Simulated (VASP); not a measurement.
Method: PBE GGA, VASP's PBE PAW potentials (set 64) (plane waves; VASP 6.6.1).

Input for VASP

KPOINTS:
```
kpoints
0
Monkhorst Pack
  9 9 9
```

INCAR:
```
ENCUT  =  400
EDIFF  =  1E-6
SYSTEM  =  NaI
LWAVE  =  .FALSE.
LMAXMIX  =  4   # l cut-off of mixed one-centre charges
ALGO  =  Normal   # blocked Davidson
LREAL  =  .FALSE.
GGA  =  PE   # PBE
SIGMA  =  0.05   # width (eV)
LASPH  =  .TRUE.
LCHARG  =  .FALSE.
PREC  =  Accurate
ISMEAR  =  0
ISIF  =  2
NELM  =  100   # most electronic steps
```

File POSCAR:
```
NaI
1
    0.0000000000     3.2350000000     3.2350000000
    3.2350000000     0.0000000000     3.2350000000
    3.2350000000     3.2350000000     0.0000000000
Na I
1 1
Direct
  0.0000000000   0.0000000000   0.0000000000
  0.5000000000   0.5000000000   0.5000000000
```

POTCAR, in this order: Na_pv I (PBE.64 set). Program: vasp_std.

Task: What will the output report for the number of irreducible k-points (NKPTS), number of bands (NBANDS), largest plane-wave count, number of space-group operations, FFT grid (NGX, NGY, NGZ)?

Result: 
```json
{
  "number of irreducible k-points (NKPTS)": "35",
  "number of bands (NBANDS)": "11",
  "largest_plane_wave_count": "1251",
  "number_of_space_group_operations": "48",
  "FFT grid (NGX, NGY, NGZ)": "30 × 30 × 30"
}
```

The compound is NaI in the rock salt structure. The cell was not relaxed at this level. The run is one of a series of settings (KPOINTS 9×9×9 Monkhorst-Pack mesh against the base run), some of them coarse on purpose.
